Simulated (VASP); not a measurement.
Input:

```xyz
2
Lattice="0.0000 1.8125 1.8125 1.8125 0.0000 1.8125 1.8125 1.8125 0.0000" Properties=species:S:1:pos:R:3 pbc="T T T"
B      0.0000     0.0000     0.0000
N      0.9063     0.9063     0.9063
```

Computed with TPSS meta-GGA, VASP's PBE PAW potentials (set 64) (plane waves; VASP). Settings: 520 eV cut-off, 14×14×14 Γ-centred mesh, tetrahedra with Blöchl corrections, potentials B N.

Q: Tabulate the total density of states (states/eV per cell) against energy (eV; zero at the valence-band maximum or, without a gap, the Fermi level).

A: 
```
E (eV) | DOS (states/eV)
    -9.95 | ###### 0.23
    -9.23 | ########## 0.36
    -8.51 | ############################## 1.06
    -7.67 | ######### 0.30
    -6.95 | ############## 0.51
    -6.23 | ############### 0.54
    -5.51 | ################## 0.65
    -4.79 | ########################## 0.93
    -3.95 | ######################## 0.86
    -3.23 | ######################## 0.85
    -2.51 | ####################### 0.80
    -1.79 | ################# 0.59
    -1.07 | ######### 0.33
    -0.23 | ### 0.11
     0.49 |  0.00
     1.21 |  0.00
     1.93 |  0.00
     2.77 |  0.00
     3.49 |  0.00
     4.21 |  0.00
     4.93 | # 0.04
     5.65 | ### 0.09
     6.49 | ##### 0.16
     7.21 | ####### 0.24
     7.93 | ######### 0.33
```
Within 2 eV below the valence-band maximum the largest weight inside VASP's projection spheres is N p, then B p.

The compound is BN in the zinc blende structure. It was relaxed first.
